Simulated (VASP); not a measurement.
VASP ran on this input.

File KPOINTS:
```
Automatic mesh
0
Gamma
7 7 7
0 0 0
```

### INCAR
```
SIGMA = 0.05   ! width (eV)
GGA = PS   ! PBEsol
NELM = 100   ! most electronic steps
ISIF = 2
SYSTEM = Li2S
ALGO = Normal
ISMEAR = 0   ! Gaussian
LCHARG = .False.
LWAVE = .False.
ENCUT = 520   ! plane-wave cut-off (eV)
EDIFF = 1E-7   ! SCF stop (eV)
LREAL = .False.   ! projection in real space or not
PREC = Accurate
LASPH = .True.
```

POSCAR:
```
Li2S
1
    0.0000000000     2.8272200709     2.8272200709
    2.8272200709     0.0000000000     2.8272200709
    2.8272200709     2.8272200709     0.0000000000
Li S
2 1
Direct
  0.2500000000   0.2500000000   0.2500000000
  0.7500000000   0.7500000000   0.7500000000
  0.0000000000   0.0000000000   0.0000000000
```

POTCAR, in this order: Li_sv S (PBE.64 set). Program: vasp_std.

Problem. Translate this PBEsol calculation to Quantum ESPRESSO's pw.x.

Solution. One equivalent input (not run):
```
&CONTROL
  calculation = 'scf'
  pseudo_dir = './pseudo'
  outdir = './out'
  tprnfor = .true.
  tstress = .true.
/
&SYSTEM
  ibrav = 0
  nat = 3
  ntyp = 2
  ecutwfc = 74
  occupations = 'smearing'
  smearing = 'gaussian'
  degauss = 0.003675
  input_dft = 'pbesol'
/
&ELECTRONS
  conv_thr = 7.3e-09
  electron_maxstep = 100
/
ATOMIC_SPECIES
  Li 6.940 Li.upf
  S 32.060 S.upf
CELL_PARAMETERS angstrom
     0.0000000    2.8272201    2.8272201
     2.8272201    0.0000000    2.8272201
     2.8272201    2.8272201    0.0000000
ATOMIC_POSITIONS crystal
  Li   0.2500000  0.2500000  0.2500000
  Li   0.7500000  0.7500000  0.7500000
  S    0.0000000  0.0000000  0.0000000
K_POINTS automatic
  7 7 7 0 0 0
```
The two are equivalent in intent, not identical: the potentials are each code's own (VASP's PAW set, PseudoDojo norm-conserving files in pw.x), so ENCUT and ecutwfc are chosen apart and not converted; conv_thr bounds pw.x's estimated SCF error, while EDIFF bounds the energy change between steps.

The compound is Li2S in the antifluorite structure. It was relaxed first.
